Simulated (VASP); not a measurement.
# Ga2Te2S with PBEsol + D3(BJ): from relaxation to properties, part 3 of 4

Aim: relax Ga2Te2S, then compute properties on the relaxed cell. The cell is invented: it takes the structure of a Materials Project entry for Ga2S3 (space group 44 there), with some of its atoms replaced by other elements, volume scaled by an estimate. It may not be a known or stable phase.

VASP 6.6.1, plane waves and PAW; the level of theory is named at each step.

So far, gap on the k-mesh (eV): step 2 (rough relaxation of the start cell) 0.974; step 3 (relaxing cell and atoms (PBEsol + D3(BJ))) 0.980; step 4 (single point with fields (PBEsol + D3(BJ))) 0.980. The relaxed cell has a, b, c = 4.045, 11.768, 5.486 Å (conventional setting).

## 5. Band structure (PBEsol + D3(BJ))

Level of this step: PBEsol with D3(BJ); plane waves and PAW (Te, Ga_d, S); invented cell (VASP).

Levels along the symmetry lines show where the bands peak and cross; KPOINTS_OPT computes them in the converged potential.

INCAR reads:

```
SYSTEM = Ga2Te2S
PREC = Accurate
ENCUT = 400
EDIFF = 1E-06
NELM = 100
ISMEAR = 0
SIGMA = 0.05
LREAL = .FALSE.
ALGO = Normal
GGA = PS
IVDW = 12
NBANDS = 37
LORBIT = 11
LWAVE = .FALSE.
LCHARG = .FALSE.
KPAR = 2
```

POSCAR reads:

```
Ga2Te2S
1.0
   -2.0222808538      5.8842376542      2.7432354433
    2.0222808538     -5.8842376542      2.7432354433
    2.0222808538      5.8842376542     -2.7432354433
Te Ga S
2 2 1
Direct
    0.8615209183      0.2143043299      0.6472165882
    0.5670877417      0.2143043299      0.3527834118
    0.1731725036      0.0241980014      0.1489745023
    0.8752234991      0.0241980014      0.8510254977
    0.2729943474      0.2729943474      0.0000000000
```

KPOINTS reads:

```
Automatic mesh
0
Gamma
7 7 7
0 0 0
```

KPOINTS_OPT reads:

```
Line mode
16
Line-mode
Reciprocal
  0.00000000   0.00000000   0.00000000 GAMMA
  0.27952858  -0.27952858  -0.27952858 X

  0.27952858  -0.27952858  -0.27952858 X
  0.08386434  -0.47519282  -0.08386434 L

  0.08386434  -0.47519282  -0.08386434 L
  0.00000000  -0.50000000   0.00000000 T

  0.00000000  -0.50000000   0.00000000 T
 -0.25000000  -0.25000000  -0.25000000 W

 -0.25000000  -0.25000000  -0.25000000 W
  0.00000000   0.00000000  -0.50000000 R

  0.00000000   0.00000000  -0.50000000 R
 -0.27952858   0.27952858  -0.72047142 X1

 -0.27952858   0.27952858  -0.72047142 X1
 -0.50000000   0.50000000  -0.50000000 Z

 -0.50000000   0.50000000  -0.50000000 Z
  0.00000000   0.00000000   0.00000000 GAMMA

  0.00000000   0.00000000   0.00000000 GAMMA
 -0.30433576  -0.30433576   0.30433576 Y

 -0.30433576  -0.30433576   0.30433576 Y
 -0.50000000   0.00000000   0.00000000 S

 -0.50000000   0.00000000   0.00000000 S
 -0.25000000  -0.25000000  -0.25000000 W

 -0.08386434  -0.52480718   0.08386434 L1
 -0.30433576  -0.30433576   0.30433576 Y

 -0.69566424   0.30433576  -0.30433576 Y1
 -0.50000000   0.50000000  -0.50000000 Z
```

PAW data sets: Te, Ga_d and S (PBE family, release 64).

Command:

```
> mpirun -np 2 vasp_std
```

What it wrote:

```text
[... set-up lines as in an earlier step ...]
 entering main loop
       N       E                     dE             d eps       ncg     rms          rms(c)
DAV:   1     0.320503738886E+03    0.32050E+03   -0.16274E+04  5221   0.127E+03
DAV:   2     0.268673628936E+02   -0.29364E+03   -0.27200E+03  5141   0.381E+02
DAV:   3    -0.185146758249E+02   -0.45382E+02   -0.44599E+02  5786   0.111E+02
DAV:   4    -0.204999715672E+02   -0.19853E+01   -0.19791E+01  5683   0.257E+01
DAV:   5    -0.205700292390E+02   -0.70058E-01   -0.70036E-01  6602   0.439E+00    0.109E+01
DAV:   6    -0.200226054566E+02    0.54742E+00   -0.61476E-01  7282   0.120E+01    0.722E+00
DAV:   7    -0.199990176262E+02    0.23588E-01   -0.67251E-01  5803   0.423E+00    0.166E+00
DAV:   8    -0.199861485585E+02    0.12869E-01   -0.12018E-01  6079   0.294E+00    0.106E+00
DAV:   9    -0.199863119183E+02   -0.16336E-03   -0.22605E-02  5651   0.962E-01    0.271E-01
DAV:  10    -0.199862767389E+02    0.35179E-04   -0.25103E-03  7141   0.291E-01    0.190E-01
DAV:  11    -0.199863441872E+02   -0.67448E-04   -0.80489E-04  5625   0.194E-01    0.451E-02
DAV:  12    -0.199863406689E+02    0.35183E-05   -0.44941E-05  5782   0.378E-02    0.294E-02
DAV:  13    -0.199863423689E+02   -0.17000E-05   -0.13875E-05  5699   0.156E-02    0.130E-02
DAV:  14    -0.199863425166E+02   -0.14774E-06   -0.17914E-06  5246   0.104E-02
   1 F= -.21574679E+02 E0= -.21574679E+02  d E =-.376925E-12
 Start KPOINTS_OPT (optional k-point list driver)
k-point batch [1-64\208]
       N       E                     dE             ncg
DAV:   1     0.734096732404E+04   -0.59231E+05     5161
DAV:   2    -0.111767951204E+05   -0.18518E+05     5132
DAV:   3    -0.140035025817E+05   -0.28267E+04     5782
DAV:   4    -0.141237083076E+05   -0.12021E+03     5638
DAV:   5    -0.141278266004E+05   -0.41183E+01     6637
DAV:   6    -0.141279596681E+05   -0.13307E+00     6264
DAV:   7    -0.141279612863E+05   -0.16182E-02     6810
DAV:   8    -0.141279613159E+05   -0.29578E-04     5556
DAV:   9    -0.141279613165E+05   -0.54856E-06     4050
[...]
k-point batch [193-208\208]
       N       E                     dE             ncg
DAV:   1     0.430399109097E+05   -0.75715E+04     1292
DAV:   2     0.383013015326E+05   -0.47386E+04     1274
DAV:   3     0.375741930434E+05   -0.72711E+03     1398
DAV:   4     0.375413154963E+05   -0.32878E+02     1435
DAV:   5     0.375401851721E+05   -0.11303E+01     1524
DAV:   6     0.375401132938E+05   -0.71878E-01     1690
DAV:   7     0.375401126049E+05   -0.68884E-03     1562
DAV:   8     0.375401125873E+05   -0.17614E-04     1573
DAV:   9     0.375401125871E+05   -0.21809E-06      975
```

It took 10 min on 2 MPI ranks of Intel Xeon Platinum 8488C (Sapphire Rapids), shared host; peak memory 1.1 GiB.

From OUTCAR (step 5):

```text
   k-points           NKPTS =     64   k-points in BZ     NKDIM =     64   number of bands    NBANDS=     37

   NELECT =      44.0000    total number of electrons

 E-fermi :   4.8453

 k-point     1 :       0.0000    0.0000    0.0000
  band No.  band energies     occupation
    ...
     18       2.7291      2.00000
     19       2.7892      2.00000
     20       4.3281      2.00000
     21       4.6150      2.00000
     22       4.6253      2.00000
     23       6.0929      0.00000
     24       7.1991      0.00000
     25       7.7543      0.00000
     26       8.8397      0.00000
     27       9.1528      0.00000
    ...

 Edisp (eV)   -1.58834

  Total      -0.00300    -0.01810    -0.02185     0.00000     0.00000     0.00000
  in kB      -0.03685    -0.22214    -0.26807     0.00000     0.00000     0.00000
  external pressure =       -0.18 kB  Pullay stress =        0.00 kB

 POSITION                                       TOTAL-FORCE (eV/Angst)
 -----------------------------------------------------------------------------------
     -0.00000      7.61675      1.17577        -0.000000      0.005747      0.004883
     -0.00000      4.15172      1.17577        -0.000000     -0.005747      0.004883
      0.00000      1.75320      0.13276        -0.000000      0.001593     -0.004596
      0.00000     10.01527      0.13276         0.000000     -0.001593     -0.004596
      0.00000      0.00000      1.49778        -0.000000      0.000000     -0.000574
 -----------------------------------------------------------------------------------
    total drift:                                0.000003      0.000006     -0.000437

  FREE ENERGIE OF THE ION-ELECTRON SYSTEM (eV)
  ---------------------------------------------------
  free  energy   TOTEN  =       -21.5746787871 eV

  energy  without entropy=      -21.5746787871  energy(sigma->0) =      -21.57467879

[... 9 parts as in an earlier step ...]

[... 7 further parts left out ...]
```

Spin-orbit coupling is off here; with elements this heavy it splits and shifts levels by tenths of an eV or more.

This step gave:

- bands: 37
- Fermi energy: 4.845 eV
- pressure: -0.01757 GPa
- least gap on mesh and path: 0.9658 eV
- least direct gap on mesh and path: 1.234 eV
- conduction bottom at k: -0.5, 0.5, -0.5
- least direct gap at k: -0.5, 0.5, -0.5

Electronic bands along the path, in eV, zero at the valence-band top; v1 is the highest filled band, c1 the lowest empty one:

```
          point     v4     v3     v2     v1    c1    c2    c3    c4
              Γ  -1.84  -0.30  -0.01   0.00  1.47  2.57  3.13  4.21
0.53 of the way  -3.05  -1.80  -1.52  -0.20  2.34  3.17  3.63  3.68
              X  -2.45  -2.38  -1.67  -0.89  1.44  1.82  2.54  2.70
0.47 of the way  -2.55  -2.31  -1.41  -1.01  1.85  1.94  2.83  3.35
              L  -2.38  -2.06  -1.02  -0.81  1.66  3.16  3.56  4.50
0.47 of the way  -2.41  -1.98  -0.98  -0.55  1.44  3.31  3.61  4.80
              T  -2.42  -1.96  -0.96  -0.41  1.31  3.37  3.64  5.03
0.53 of the way  -2.79  -1.75  -1.39  -0.44  1.84  3.15  3.80  4.78
              W  -2.71  -2.09  -1.43  -0.48  2.44  2.77  4.06  4.40
0.53 of the way  -2.65  -2.63  -1.26  -1.12  2.07  2.54  2.96  3.76
              R  -2.68  -2.53  -1.72  -1.23  1.37  2.00  3.02  3.85
0.53 of the way  -2.55  -2.49  -1.73  -1.02  1.39  2.18  2.40  3.26
             X1  -2.45  -2.38  -1.67  -0.89  1.44  1.82  2.54  2.70
0.53 of the way  -2.15  -1.96  -1.28  -0.87  1.26  2.16  3.14  3.54
              Z  -1.91  -1.90  -0.56  -0.27  0.97  1.94  2.73  4.24
0.53 of the way  -1.42  -1.15  -0.70  -0.06  1.93  2.48  2.87  4.23
              Γ  -1.84  -0.30  -0.01   0.00  1.47  2.57  3.13  4.21
0.47 of the way  -1.65  -1.65  -0.65  -0.45  2.28  2.54  3.08  4.31
              Y  -1.21  -0.98  -0.76  -0.58  1.29  1.60  2.64  4.19
0.47 of the way  -1.35  -1.14  -0.84  -0.68  1.41  1.94  3.02  4.26
              S  -1.43  -1.31  -0.86  -0.83  1.43  2.32  3.60  4.27
0.47 of the way  -2.13  -1.61  -1.42  -0.30  2.68  2.72  4.00  4.27
              W  -2.71  -2.09  -1.43  -0.48  2.44  2.77  4.06  4.40
     jump to L1  -2.38  -2.06  -1.02  -0.81  1.66  3.16  3.56  4.50
0.47 of the way  -2.08  -2.06  -0.90  -0.89  1.91  3.07  3.81  4.25
              Y  -1.21  -0.98  -0.76  -0.58  1.29  1.60  2.64  4.19
```

Of the projections kept (Te, Ga, S), the largest for each band there; the rest of the weight can lie on other orbitals:

```
point       v4       v3       v2       v1       c1       c2       c3       c4
    Γ   S 0.44  Te 0.46  Te 0.49  Te 0.65  Te 0.46  Ga 0.55  Ga 0.63  Ga 0.70
    X  Te 0.54  Te 0.67   S 0.55  Te 0.76  Ga 0.57  Ga 0.56  Ga 0.44  Ga 0.55
    L  Te 0.69   S 0.57  Te 0.61   S 0.48  Ga 0.44  Te 0.44  Ga 0.43  Ga 0.61
    T  Te 0.69   S 0.61  Te 0.60   S 0.49  Ga 0.48  Te 0.46  Ga 0.45  Ga 0.62
    W  Te 0.55  Te 0.58   S 0.40   S 0.50  Te 0.53  Ga 0.43  Ga 0.43  Ga 0.54
    R  Te 0.51  Te 0.70   S 0.51  Te 0.77  Ga 0.54  Ga 0.53  Ga 0.44  Ga 0.39
```

The path finds the gap of the mesh within 0.02 eV, so the mesh comes close to both band edges.

## 6. Density of states (PBEsol + D3(BJ))

Here the states are counted by energy and projected on the atoms. The mesh is finer than in the run before.

INCAR: that of step 5 with these lines changed.

```diff
@@ -5,3 +5,3 @@
 NELM = 100
-ISMEAR = 0
+ISMEAR = -5
 SIGMA = 0.05
@@ -16 +16,2 @@
 KPAR = 2
+NEDOS = 2001
```

POSCAR is that of step 5.

KPOINTS reads:

```
Automatic mesh
0
Gamma
10 10 10
0 0 0
```

Command:

```
> mpirun -np 2 vasp_std
```

What it wrote:

```text
[... set-up lines as in an earlier step ...]
 entering main loop
       N       E                     dE             d eps       ncg     rms          rms(c)
DAV:   1     0.319904634551E+03    0.31990E+03   -0.16240E+04 14066   0.126E+03
DAV:   2     0.267992268710E+02   -0.29311E+03   -0.27200E+03 13758   0.386E+02
DAV:   3    -0.185320454461E+02   -0.45331E+02   -0.44562E+02 15441   0.111E+02
DAV:   4    -0.205035625508E+02   -0.19715E+01   -0.19653E+01 15308   0.256E+01
DAV:   5    -0.205717415342E+02   -0.68179E-01   -0.68152E-01 17238   0.434E+00    0.109E+01
DAV:   6    -0.200249003510E+02    0.54684E+00   -0.61574E-01 19498   0.120E+01    0.724E+00
DAV:   7    -0.200013401659E+02    0.23560E-01   -0.67199E-01 15497   0.423E+00    0.165E+00
DAV:   8    -0.199885146772E+02    0.12825E-01   -0.12043E-01 16389   0.295E+00    0.106E+00
DAV:   9    -0.199886728681E+02   -0.15819E-03   -0.22549E-02 14900   0.954E-01    0.270E-01
DAV:  10    -0.199886331346E+02    0.39734E-04   -0.25132E-03 19211   0.295E-01    0.194E-01
DAV:  11    -0.199887049155E+02   -0.71781E-04   -0.84193E-04 14833   0.199E-01    0.428E-02
DAV:  12    -0.199887001165E+02    0.47990E-05   -0.46055E-05 15604   0.386E-02    0.293E-02
DAV:  13    -0.199887016504E+02   -0.15339E-05   -0.12722E-05 15638   0.152E-02    0.119E-02
DAV:  14    -0.199887018288E+02   -0.17843E-06   -0.15557E-06 13120   0.101E-02
   1 F= -.21577038E+02 E0= -.21577038E+02  d E =0.000000E+00
```

Elapsed: 9.8 min, on 2 MPI ranks; peak memory 1.3 GiB.

From OUTCAR (step 6):

```text
   k-points           NKPTS =    171   k-points in BZ     NKDIM =    171   number of bands    NBANDS=     37

   NELECT =      44.0000    total number of electrons

 E-fermi :   4.6254

 k-point     1 :       0.0000    0.0000    0.0000
  band No.  band energies     occupation
    ...
     18       2.7285      2.00000
     19       2.7888      2.00000
     20       4.3280      2.00000
     21       4.6144      2.00000
     22       4.6249      2.00000
     23       6.0928      0.00000
     24       7.1990      0.00000
     25       7.7542      0.00000
     26       8.8396      0.00000
     27       9.1526      0.00000
    ...

 Edisp (eV)   -1.58834

  Total      -0.02836    -0.01579    -0.01548     0.00000     0.00000     0.00000
  in kB      -0.34798    -0.19379    -0.18991     0.00000     0.00000     0.00000
  external pressure =       -0.24 kB  Pullay stress =        0.00 kB

 POSITION                                       TOTAL-FORCE (eV/Angst)
 -----------------------------------------------------------------------------------
     -0.00000      7.61675      1.17577         0.000000      0.004937      0.004502
     -0.00000      4.15172      1.17577         0.000000     -0.004937      0.004502
      0.00000      1.75320      0.13276         0.000000      0.000932     -0.004690
      0.00000     10.01527      0.13276        -0.000000     -0.000932     -0.004690
      0.00000      0.00000      1.49778        -0.000000     -0.000000      0.000377
 -----------------------------------------------------------------------------------
    total drift:                                0.000003      0.000006     -0.000454

  FREE ENERGIE OF THE ION-ELECTRON SYSTEM (eV)
  ---------------------------------------------------
  free  energy   TOTEN  =       -21.5770380993 eV

  energy  without entropy=      -21.5770380993  energy(sigma->0) =      -21.57703810

[... 6 parts as in an earlier step ...]

[... 10 further parts left out ...]
```

This step gave:

```
irreducible k-points           : 171
free energy (TOTEN)            : -21.58 eV
Fermi energy                   : 4.625 eV
pressure                       : -0.02439 GPa
conduction bottom at k         : 0.5, 0.5, 0.5
least direct gap at k          : 0.5, 0.5, 0.5
gap on the k-mesh              : 0.9661 eV
least direct gap on the k-mesh : 1.235 eV
```

The density of states has structure finer than the step of the table below, so its rows give means over 0.5 eV, whole bins alone (the curve runs from -12.0 to 5.42 eV). Peaks (eV: height): total -11.03: 5.05, -6.63: 5.91, -3.06: 5.98, 4.34: 4.74; Te p -3.06: 1.14, -2.43: 1.23, -1.17: 1.17, -0.53: 1.18; S p -3.06: 1.05, -1.83: 0.640, -0.92: 0.765, -0.46: 0.771; Ga p -3.06: 0.626, 4.21: 0.921, 4.62: 0.77, 5.09: 0.599; Ga s -6.63: 2.26, -5.20: 0.582, 2.28: 0.715.

States under -12.0 eV and over 5.4 eV are left out. Table of density of states by energy, zero at the valence-band top; means over each step; 7 of 8 lines; values in states/eV/cell:

```
energy (eV)   total    Te p      S p     Ga p     Ga s     Te s     Te d
      -11.5    2.29  0.0110  0.00543   0.0559    0.103     1.02   7.2e-4
      -11.0    3.52  0.0155  0.00420   0.0838    0.101     1.99  0.00111
      -10.5    2.01  0.0108  0.00121   0.0504   0.0389     1.27   5.0e-4
      -10.0       0       0        0        0        0        0        0
       -9.5       0       0        0        0        0        0        0
       -9.0       0       0        0        0        0        0        0
       -8.5       0       0        0        0        0        0        0
       -8.0       0       0        0        0        0        0        0
       -7.5       0       0        0        0        0        0        0
       -7.0   0.224  0.0243   0.0164   8.3e-4   0.0940  0.00358  0.00112
       -6.5    3.61   0.408    0.257   0.0605     1.30    0.124   0.0159
       -6.0    1.59   0.213   0.0822   0.0384    0.485   0.0810  0.00707
       -5.5    1.62   0.220    0.108   0.0506    0.408    0.117  0.00546
       -5.0   0.978   0.112    0.103   0.0330    0.228   0.0825  0.00201
       -4.5   0.358  0.0643   0.0479   0.0427  0.00265  0.00291   5.0e-4
       -4.0    2.37   0.503    0.254    0.269   0.0309   0.0218  0.00528
       -3.5    3.56   0.718    0.487    0.399   0.0754   0.0404   0.0109
       -3.0    3.70   0.754    0.585    0.406   0.0643   0.0355   0.0130
       -2.5    4.06    1.11    0.418    0.478   0.0471   0.0289   0.0170
       -2.0    3.65   0.918    0.526    0.350   0.0648   0.0351   0.0151
       -1.5    3.32   0.854    0.526    0.284   0.0399   0.0490   0.0140
       -1.0    3.43   0.978    0.535    0.226   0.0392   0.0619   0.0138
       -0.5    3.24   0.946    0.637    0.156   0.0148   0.0358   0.0127
        0.0   0.283  0.0940   0.0527   0.0123   6.2e-4  0.00216  0.00119
        0.5       0       0        0        0        0        0        0
        1.0  0.0785  0.0116  0.00101  0.00414   0.0147   4.6e-4  0.00295
        1.5    1.08   0.151   0.0525   0.0472    0.231   0.0185   0.0384
        2.0    2.78   0.421    0.176    0.143    0.568   0.0796   0.0880
        2.5    3.28   0.525    0.188    0.217    0.569   0.0930    0.105
        3.0    2.27   0.326    0.117    0.218    0.260   0.0579   0.0848
        3.5    2.46   0.262   0.0924    0.381   0.0714   0.0606    0.107
        4.0    3.49   0.332    0.124    0.681   0.0605   0.0639    0.185
        4.5    3.76   0.347    0.139    0.748   0.0677   0.0555    0.213
        5.0    2.39   0.228   0.0968    0.505   0.0388   0.0283    0.147
```

The gap on this mesh is 0.97 eV. In the top eV of the valence band the largest shares in the PAW spheres are Te p 29 %, S p 19 % and Ga p 5 %; in the lowest eV of the conduction band, Ga s 21 %, Te p 14 % and S p 5 %. The rest lies in smaller channels or between the spheres.

(Continued in part 4 of 4.)

[Lines on the potential files, build, host, timing and source positions are cut from VASP's logs without a mark.]

[Logs are printed without paths, hosts, clocks, repeated set-up lines and the standing remarks that a program may print on its own settings, such as how far it seeks lower states.]

[Hosts, paths, dates, database ids (printed as entryN), source tags and the programs' standing remarks are cut or masked in the printed files.]

[A measured line is paired with the nearest computed mode of its activity, which favours agreement.]
